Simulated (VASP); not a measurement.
# TlSnH3 (P4/mmm) in VASP: further runs

The runs below take TlSnH3 through single point, with PBE.

Program: VASP 6.6.1. These are calculated values, not measurements. Logs are shortened: lines on timing, memory, paths and dates and some standing lists are left out, and cuts for length are marked.

### Step 1. The cell of the first run

It takes space group P4/mmm (No. 123, tetragonal). The conventional cell has a = 4.665 Å, b = 4.665 Å, c = 7.373 Å, α = 90.00°, β = 90.00°, γ = 90.00°. Tl (site symmetry 4mm) is surrounded by 1 H at 2.03 Å. Around Sn (site symmetry 4mm) lie 1 H at 2.14 Å. Around H (site symmetry m2m) lie 1 H at 0.76 Å. Around H (site symmetry 4/mmm) lie 2 Tl at 2.03 Å. H (site symmetry 4/mmm) has 4 H at 1.95 Å and 2 Sn at 2.14 Å as nearest neighbours.

The cell was built by a generator and needn't be a form met in nature.

### Step 2. Single point, PBE (random cell by space group and Wyckoff sites (P4/mmm, No. 123))

Input file INCAR:

```
PREC = Accurate
ENCUT = 520
EDIFF = 1E-7
ISMEAR = 0
SIGMA = 0.1
LREAL = F
LASPH = T
NELM = 100
ALGO = Fast
ISIF = 2
LWAVE = F
LCHARG = T
GGA = PE
LELF = T
LVHAR = T
NBANDS = 41
```

Input file KPOINTS:

```
Automatic mesh
0
Gamma
  8 8 6
```

Input file POSCAR:

```
TlSnH3
1.0
    4.6647888778      0.0000000000      0.0000000000
    0.0000000000      4.6647888778      0.0000000000
    0.0000000000      0.0000000000      7.3734544525
Tl Sn H
2 2 6
Direct
    0.5000000000      0.5000000000      0.7747105228
    0.5000000000      0.5000000000      0.2252894772
    0.0000000000      0.0000000000      0.2092776897
    0.0000000000      0.0000000000      0.7907223103
    0.4189206524      0.0000000000      0.5000000000
    0.5810793476      0.0000000000      0.5000000000
    0.0000000000      0.4189206524      0.5000000000
    0.0000000000      0.5810793476      0.5000000000
    0.5000000000      0.5000000000      0.5000000000
    0.0000000000      0.0000000000      0.5000000000
```

Potentials or basis: VASP PAW PBE potentials, release 64 (Tl_d, Sn_d, H).

Command:

```console
cat potpaw_PBE.64/Tl_d/POTCAR potpaw_PBE.64/Sn_d/POTCAR potpaw_PBE.64/H/POTCAR > POTCAR
mpirun -np 1 vasp_std > vasp.out
```

OUTCAR:

```text
PREC = Accurate
   ENCUT = 520
   EDIFF = 1E-7
   ISMEAR = 0
   LREAL = F
   LASPH = T
   NELM = 100
   ISIF = 2
   GGA = PE

 ion  position               nearest neighbor table
   1  0.500  0.500  0.775-   9 2.03   4 3.30   4 3.30   4 3.30   4 3.30   2 3.32   2 4.05
   2  0.500  0.500  0.225-   9 2.03   3 3.30   3 3.30   3 3.30   3 3.30   1 3.32   1 4.05
   3  0.000  0.000  0.209-  10 2.14   4 3.09   2 3.30   2 3.30   2 3.30   2 3.30
   4  0.000  0.000  0.791-  10 2.14   3 3.09   1 3.30   1 3.30   1 3.30   1 3.30
   5  0.419  0.000  0.500-   6 0.76
   6  0.581  0.000  0.500-   5 0.76
   7  0.000  0.419  0.500-   8 0.76
   8  0.000  0.581  0.500-   7 0.76
   9  0.500  0.500  0.500-   1 2.03   2 2.03
  10  0.000  0.000  0.500-   3 2.14   4 2.14

  LATTYP: Found a simple tetragonal cell.
 ALAT       =     4.6647888778
 C/A-ratio  =     1.5806619861

  Lattice vectors:

 A1 = (   4.6647888778,   0.0000000000,   0.0000000000)
 A2 = (   0.0000000000,   4.6647888778,   0.0000000000)
 A3 = (   0.0000000000,   0.0000000000,   7.3734544525)

Analysis of symmetry for initial positions (statically):
=====================================================================
 Subroutine PRICEL returns:
 Original cell was already a primitive cell.

 Routine SETGRP: Setting up the symmetry group for a
 simple tetragonal supercell.

 Subroutine GETGRP returns: Found 16 space group operations
 (whereof 16 operations were pure point group operations)
 out of a pool of 16 trial point group operations.

The static configuration has the point symmetry D_4h.

Analysis of symmetry for dynamics (positions and initial velocities):
=====================================================================
 Subroutine PRICEL returns:
 Original cell was already a primitive cell.

 Routine SETGRP: Setting up the symmetry group for a
 simple tetragonal supercell.

 Subroutine GETGRP returns: Found 16 space group operations
 (whereof 16 operations were pure point group operations)
 out of a pool of 16 trial point group operations.

The dynamic configuration has the point symmetry D_4h.

 Subroutine INISYM returns: Found 16 space group operations
 (whereof 16 operations are pure point group operations),
 and found     1 'primitive' translations

----------------------------------------------------------------------------------------

                                     Primitive cell

  volume of cell :     160.4483

  direct lattice vectors                    reciprocal lattice vectors
     4.664788878  0.000000000  0.000000000     0.214371974  0.000000000  0.000000000
     0.000000000  4.664788878  0.000000000     0.000000000  0.214371974  0.000000000
     0.000000000  0.000000000  7.373454452     0.000000000  0.000000000  0.135621642

  length of vectors
     4.664788878  4.664788878  7.373454452     0.214371974  0.214371974  0.135621642

  position of ions in fractional coordinates (direct lattice)
     0.500000000  0.500000000  0.774710523
     0.500000000  0.500000000  0.225289477
     0.000000000  0.000000000  0.209277690
     0.000000000  0.000000000  0.790722310
     0.418920652  0.000000000  0.500000000
     0.581079348  0.000000000  0.500000000
     0.000000000  0.418920652  0.500000000
     0.000000000  0.581079348  0.500000000
     0.500000000  0.500000000  0.500000000
     0.000000000  0.000000000  0.500000000

  ion indices of the primitive-cell ions
   primitive index   ion index
                 1           1
                 2           2
                 3           3
                 4           4
                 5           5
                 6           6
                 7           7
                 8           8
                 9           9
                10          10

----------------------------------------------------------------------------------------

 KPOINTS: Automatic mesh

Automatic generation of k-mesh.
 Grid dimensions read from file:
 generate k-points for:    8    8    6

 Generating k-lattice:

  Cartesian coordinates                     Fractional coordinates (reciprocal lattice)
     0.026796497  0.000000000  0.000000000     0.125000000  0.000000000  0.000000000
     0.000000000  0.026796497  0.000000000     0.000000000  0.125000000  0.000000000
     0.000000000  0.000000000  0.022603607     0.000000000  0.000000000  0.166666667

  Length of vectors
     0.026796497  0.026796497  0.022603607

  Shift w.r.t. Gamma in fractional coordinates (k-lattice)
     0.000000000  0.000000000  0.000000000

 Subroutine IBZKPT returns following result:
 ===========================================

 Found     60 irreducible k-points:

 Following reciprocal coordinates:
            Coordinates               Weight
  0.000000  0.000000  0.000000      1.000000
  0.125000  0.000000  0.000000      4.000000
  0.250000  0.000000  0.000000      4.000000
  0.375000  0.000000  0.000000      4.000000
  0.500000  0.000000  0.000000      2.000000
  0.125000  0.125000  0.000000      4.000000
[... 16 lines left out ...]
  0.375000  0.125000  0.166667     16.000000
  0.500000  0.125000  0.166667      8.000000
 [... further k-points ...]
   k-points           NKPTS =     60   k-points in BZ     NKDIM =     60   number of bands    NBANDS=     41
   number of dos      NEDOS =    301   number of ions     NIONS =     10
   total plane-waves  NPLWV =  72576
   dimension x,y,z NGX =    36 NGY =   36 NGZ =   56
   dimension x,y,z NGXF=    72 NGYF=   72 NGZF=  112
   ions per type =               2   2   6
   NGX,Y,Z   is equivalent  to a cutoff of  12.83, 12.83, 12.63 a.u.
   NGXF,Y,Z  is equivalent  to a cutoff of  25.66, 25.66, 25.25 a.u.
 SYSTEM =  unknown system
   PREC   = accura    normal or accurate (medium, high low for compatibility)
   ISTART =      0    job   : 0-new  1-cont  2-samecut
   ICHARG =      2    charge: 1-file 2-atom 10-const
   ISPIN  =      1    spin polarized calculation?
   LNONCOLLINEAR =      F non collinear calculations
   LSORBIT =      F    spin-orbit coupling
   LASPH  =      T    aspherical Exc in radial PAW
   ENCUT  =  520.0 eV  38.22 Ry    6.18 a.u.   8.67  8.67 13.71*2*pi/ulx,y,z
   NELM   =    100;   NELMIN=  2; NELMDL= -5     # of ELM steps
   EDIFF  = 0.1E-06   stopping-criterion for ELM
   LREAL  =      F    real-space projection
   EDIFFG = 0.1E-05   stopping-criterion for IOM
   NSW    =      0    number of steps for IOM
   IBRION =     -1    ionic relax: 0-MD 1-quasi-New 2-CG
   NFREE  =      0    steps in history (QN), initial steepest desc. (CG)
   ISIF   =      2    stress and relaxation
   ISYM   =      2    0-nonsym 1-usesym 2-fastsym
   POTIM  = 0.5000    time-step for ionic-motion
   TEBEG  =    0.0;   TEEND  =   0.0 temperature during run
   PSTRESS=    0.0 pullay stress
   NELECT =      60.0000    total number of electrons
   NUPDOWN=      -1.0000    fix difference up-down
   EMIN   =  10.00;   EMAX   =-10.00  energy-range for DOS
   EFERMI =   0.00;   METHOD = LEGACY
   ISMEAR =     0;   SIGMA  =   0.10  broadening in eV -4-tet -1-fermi 0-gaus
   EFERMI_NEDOS =   21; number of points for ismear=-14 and -15
   IALGO  =     68    algorithm
   IMIX   =      4    mixing-type and parameters
     AMIX     =   0.40;   BMIX     =  1.00
     AMIX_MAG =   1.60;   BMIX_MAG =  1.00
  volume/ion in A,a.u.               =      16.04       108.28
  Fermi-wavevector in a.u.,A,eV,Ry     =   1.179452  2.228841 18.927158  1.391107
  Thomas-Fermi vector in A             =   2.315763
   LORBIT       =      0    0 simple, 1 ext, 2 COOP (PROOUT), +10 PAW based schemes
   GGA     = PE    functional components
   LHFCALC =     F    Hartree Fock is set to
   AEXX    =    0.0000 exact exchange contribution
   IVDW    =     0    specifies the selected vdW correction
   LEPSILON=     F    determine dielectric tensor
   LRPA    =     F    only Hartree local field effects (RPA)
 non-spin polarized calculation
 RMM-DIIS sequential band-by-band and
 Gauss-broadening in eV      SIGMA  =   0.10
  energy-cutoff  :      520.00
  volume of cell :      160.45
 maximum number of plane-waves:      4352
 NGX is ok and might be reduce to    36
   NGX = 17   NGY = 17   NGZ = 27

 number of electron      59.9999979 magnetization

 Free energy of the ion-electron system (eV)
  ---------------------------------------------------
  ext. energy  EPLUGINS =         0.00000000
  ---------------------------------------------------
  free energy    TOTEN  =       -29.17723932 eV

  energy without entropy =      -29.15481745  energy(sigma->0) =      -29.16602838

 E-fermi :   4.2644     XC(G=0):  -9.2301

 val. band max:        4.2641177326   @ k =   0.5000   0.2500   0.0000
 cond. band min:       4.2674775865   @ k =   0.0000   0.0000   0.3333
 fundamental gap:      0.0033598539
 Fermi energy:         4.2643515706

 k-point     1 :       0.0000    0.0000    0.0000
  band No.  band energies     occupation
      1     -17.2482      2.00000
      2     -17.1718      2.00000
      3     -17.1716      2.00000
      4     -17.1716      2.00000
      5     -17.1658      2.00000
      6     -17.1638      2.00000
[... 33 lines left out ...]
     40       9.7952      0.00000
     41      11.6203      0.00000

 k-point     2 :       0.1250    0.0000    0.0000
  band No.  band energies     occupation
      1     -17.2479      2.00000
      2     -17.1718      2.00000
      3     -17.1717      2.00000
      4     -17.1715      2.00000
      5     -17.1657      2.00000
      6     -17.1631      2.00000
[... 33 lines left out ...]
     40      10.1040      0.00000
     41      10.9437      0.00000

 k-point     3 :       0.2500    0.0000    0.0000
  band No.  band energies     occupation
      1     -17.2472      2.00000
      2     -17.1724      2.00000
      3     -17.1715      2.00000
      4     -17.1713      2.00000
      5     -17.1654      2.00000
      6     -17.1616      2.00000
[... 33 lines left out ...]
     40       9.7195      0.00000
     41      11.0567      0.00000

 k-point     4 :       0.3750    0.0000    0.0000
  band No.  band energies     occupation
      1     -17.2466      2.00000
      2     -17.1731      2.00000
      3     -17.1714      2.00000
      4     -17.1711      2.00000
      5     -17.1651      2.00000
      6     -17.1601      2.00000
[... 825 lines left out ...]
     40       9.8667      0.00000
     41      10.7601      0.00000

 k-point    23 :       0.3750    0.1250    0.1667
  band No.  band energies     occupation
      1     -17.2430      2.00000
      2     -17.1725      2.00000
      3     -17.1715      2.00000
      4     -17.1712      2.00000
      5     -17.1656      2.00000
      6     -17.1595      2.00000
[... 33 lines left out ...]
     40      10.1823      0.00000
     41      10.5722      0.00000

 k-point    24 :       0.5000    0.1250    0.1667
  band No.  band energies     occupation
      1     -17.2427      2.00000
      2     -17.1727      2.00000
      3     -17.1715      2.00000
      4     -17.1711      2.00000
      5     -17.1655      2.00000
      6     -17.1588      2.00000
[... 33 lines left out ...]
     40      10.1951      0.00000
     41      11.5171      0.00000

 [... further k-points ...]

------------------------ aborting loop because EDIFF is reached ----------------------------------------

  FORCE on cell =-STRESS in cart. coord.  units (eV):
  Direction    XX          YY          ZZ          XY          YZ          ZX
  --------------------------------------------------------------------------------------
  -------------------------------------------------------------------------------------
  Total       -0.1223884     -0.1223884     -0.1304197      0.0000000      0.0000000      0.0000000
  in kB       -1.2221254     -1.2221254     -1.3023231      0.0000000      0.0000000      0.0000000
  external PRESSURE =      -1.2488580 kB  Pullay stress =       0.0000000 kB

 VOLUME and BASIS-vectors are now :
 -----------------------------------------------------------------------------
  energy-cutoff  :      520.00
  volume of cell :      160.45
      direct lattice vectors                 reciprocal lattice vectors
     4.664788878  0.000000000  0.000000000     0.214371974  0.000000000  0.000000000
     0.000000000  4.664788878  0.000000000     0.000000000  0.214371974  0.000000000
     0.000000000  0.000000000  7.373454452     0.000000000  0.000000000  0.135621642

 POSITION                                       TOTAL-FORCE (eV/Angst)
 -----------------------------------------------------------------------------------
      2.33239      2.33239      5.71229        -0.000000     -0.000000      0.001601
      2.33239      2.33239      1.66116        -0.000000     -0.000000     -0.001601
      0.00000      0.00000      1.54310        -0.000000     -0.000000     -0.001469
      0.00000      0.00000      5.83035        -0.000000     -0.000000      0.001469
      1.95418      0.00000      3.68673         0.011225     -0.000000     -0.000000
      2.71061      0.00000      3.68673        -0.011225     -0.000000      0.000000
      0.00000      1.95418      3.68673        -0.000000      0.011225      0.000000
      0.00000      2.71061      3.68673        -0.000000     -0.011225      0.000000
      2.33239      2.33239      3.68673        -0.000000     -0.000000      0.000000
      0.00000      0.00000      3.68673        -0.000000     -0.000000      0.000000
 -----------------------------------------------------------------------------------
    total drift:                                0.000000      0.000000      0.000000

  FREE ENERGIE OF THE ION-ELECTRON SYSTEM (eV)
  ---------------------------------------------------
  free  energy   TOTEN  =       -29.1772393181 eV

  energy  without entropy=      -29.1548174477  energy(sigma->0) =      -29.16602838
```

Run time: 3.7 min. Hardware: 1 thread of Intel Xeon 6975P-C (Granite Rapids), shared host; peak memory 0.48 GiB.

What came out:

```
Free energy            : -29.1772 eV
Pressure               : -0.1 GPa
Largest force          : 0.011 eV/Å
Band gap on the k mesh : none (metal or under the smearing width)
```

Forces on the atoms (eV/Å):
```
Tl   0.000  0.000  0.002
Tl   0.000  0.000 -0.002
Sn   0.000  0.000 -0.001
Sn   0.000  0.000  0.001
H    0.011  0.000  0.000
H   -0.011  0.000  0.000
H    0.000  0.011  0.000
H    0.000 -0.011  0.000
H    0.000  0.000  0.000
H    0.000  0.000  0.000
```

Levels at points of the mesh, in eV from the Fermi level:
```tsv
k point	band 26	band 27	band 28	band 29	band 30	band 31	band 32	band 33	band 34	band 35
(0.00, 0.00, 0.00)	-2.44	-2.26	-1.45	-1.09	-1.09	0.52	0.52	2.90	2.99	4.23
(0.50, 0.00, 0.00)	-5.34	-3.45	-2.53	0.48	1.86	1.92	2.09	2.21	2.80	3.46
(0.50, 0.50, 0.00)	-4.51	-4.23	-2.53	-1.99	-1.99	-1.48	-1.48	3.94	4.28	6.27
(0.00, 0.00, 0.50)	-3.93	-1.36	-0.86	-0.62	-0.62	-0.27	-0.27	1.10	3.20	4.20
(0.50, 0.00, 0.50)	-4.98	-1.96	-0.79	-0.53	0.97	1.27	1.31	1.61	2.18	2.41
(0.50, 0.50, 0.50)	-5.77	-2.63	-2.63	-1.76	-0.62	-0.62	-0.17	-0.12	2.17	5.39
```

The run has no spin-orbit coupling, so splittings on Tl are missing.

### Step 3. Single point, PBE (random cell by space group and Wyckoff sites (P4/mmm, No. 123))

Input file INCAR:

```
SYSTEM = TlSnH3
PREC     = Accurate       ! precision mode
ENCUT    = 520            ! plane-wave cutoff, eV
EDIFF    = 1E-6           ! SCF threshold, eV
ISMEAR   = 0              ! smearing method
SIGMA    = 0.1            ! smearing width, eV
LREAL    = .FALSE.        ! projectors in reciprocal space
LASPH    = .TRUE.         ! aspherical terms in the spheres
NELM     = 100            ! most SCF steps
ALGO     = Normal         ! electronic algorithm
ISIF     = 2              ! what is computed and relaxed
LWAVE    = .FALSE.        ! write WAVECAR
LCHARG   = .FALSE.        ! write CHGCAR
GGA      = PE             ! functional
NBANDS   = 41             ! bands
```

Input file KPOINTS:

```
Automatic mesh
0
G
  4 4 2
  0 0 0
```

Input file POSCAR:

```
TlSnH3
1.0
    4.5548236900      0.0000000000      0.0000000000
    0.0000000000      4.5548236900      0.0000000000
    0.0000000000      0.0000000000      8.4237412500
Tl Sn H
2 2 6
Direct
    0.5000000000      0.5000000000      0.7863659700
    0.5000000000      0.5000000000      0.2136340300
    0.0000000000      0.0000000000      0.3157251800
    0.0000000000      0.0000000000      0.6842748200
    0.2518735400      0.0000000000      0.5000000000
    0.7481264600      0.0000000000      0.5000000000
    0.0000000000      0.2518735400      0.5000000000
    0.0000000000      0.7481264600      0.5000000000
    0.5000000000      0.5000000000      0.5000000000
    0.0000000000      0.0000000000      0.5000000000
```

Potentials or basis: VASP PAW PBE potentials, release 64 (Tl_d, Sn_d, H).

Command:

```console
cat potpaw_PBE.64/Tl_d/POTCAR potpaw_PBE.64/Sn_d/POTCAR potpaw_PBE.64/H/POTCAR > POTCAR
mpirun -np 1 vasp_std > vasp.out
```

Run time: 46 s. Hardware: 1 thread of Intel Xeon 6975P-C (Granite Rapids), shared host; peak memory 0.31 GiB.

Results (log left out):

```yaml
Free_energy: -20.3795 eV
Pressure: 10.1 GPa
Largest_force: 9.439 eV/Å
Band_gap_on_the_k_mesh: none (metal or under the smearing width)
```

Forces on the atoms (eV/Å):
```
Tl   0.000  0.000 -0.415
Tl   0.000  0.000  0.415
Sn   0.000  0.000 -9.439
Sn   0.000  0.000  9.439
H    2.568  0.000  0.000
H   -2.568  0.000  0.000
H    0.000  2.568  0.000
H    0.000 -2.568  0.000
H    0.000  0.000  0.000
H    0.000  0.000  0.000
```

Stress tensor (GPa, compression positive):
```
 2.98  0.00  0.00
 0.00  2.98  0.00
 0.00  0.00 24.44
```

Levels at points of the mesh, in eV from the Fermi level:
| k point | band 26 | band 27 | band 28 | band 29 | band 30 | band 31 | band 32 | band 33 | band 34 | band 35 |
| --- | --- | --- | --- | --- | --- | --- | --- | --- | --- | --- |
| (0.00, 0.00, 0.00) | -3.54 | -3.03 | -2.35 | -1.17 | -0.04 | -0.04 | 1.21 | 1.34 | 1.34 | 2.40 |
| (0.50, 0.00, 0.00) | -5.13 | -5.04 | -1.53 | -0.61 | 0.90 | 1.34 | 1.35 | 2.23 | 2.39 | 2.68 |
| (0.50, 0.50, 0.00) | -5.01 | -4.05 | -2.11 | -2.11 | -2.09 | -0.68 | -0.68 | 1.87 | 2.01 | 4.17 |
| (0.00, 0.00, 0.50) | -4.38 | -2.87 | -1.17 | -1.12 | -0.25 | -0.25 | -0.11 | 1.78 | 1.78 | 2.73 |
| (0.50, 0.00, 0.50) | -4.88 | -4.54 | -0.84 | -0.60 | -0.17 | -0.17 | 1.28 | 2.64 | 2.68 | 2.78 |
| (0.50, 0.50, 0.50) | -5.67 | -3.89 | -2.39 | -2.39 | -1.05 | -0.09 | -0.09 | 1.02 | 1.54 | 2.00 |

Caveat: the k mesh is coarse (spacing up to 0.37 Å⁻¹), so the values aren't converged; forces of over 1 eV/Å show positions far from the minimum, so gaps and moduli don't describe the material at rest. The run has no spin-orbit coupling, so splittings on Tl are missing.
